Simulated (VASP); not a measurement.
Data:

```xyz
3
Lattice="0.0000 3.1750 3.1750 3.1750 0.0000 3.1750 3.1750 3.1750 0.0000" Properties=species:S:1:pos:R:3 pbc="T T T"
Mg     1.5875     1.5875     1.5875
Mg     4.7625     4.7625     4.7625
Si     0.0000     0.0000     0.0000
```

Calculation: PBE GGA, VASP's PBE PAW potentials (set 64) (plane waves; VASP). Settings: 400 eV cut-off, 7×7×7 Γ-centred mesh, Fermi-Dirac smearing of 0.20 eV, potentials Mg Si.

**Question.** Predict the energy per atom (σ→0).

**Answer.** 
The energy per atom (σ→0) comes out as -2.967 eV/atom.

Only differences to runs with the same potentials and settings are physical.

The compound is Mg2Si in the antifluorite structure. The cell was not relaxed at this level. The run is one of a series of settings (ISMEAR = -1, SIGMA = 0.2 against the base run), some of them coarse on purpose.
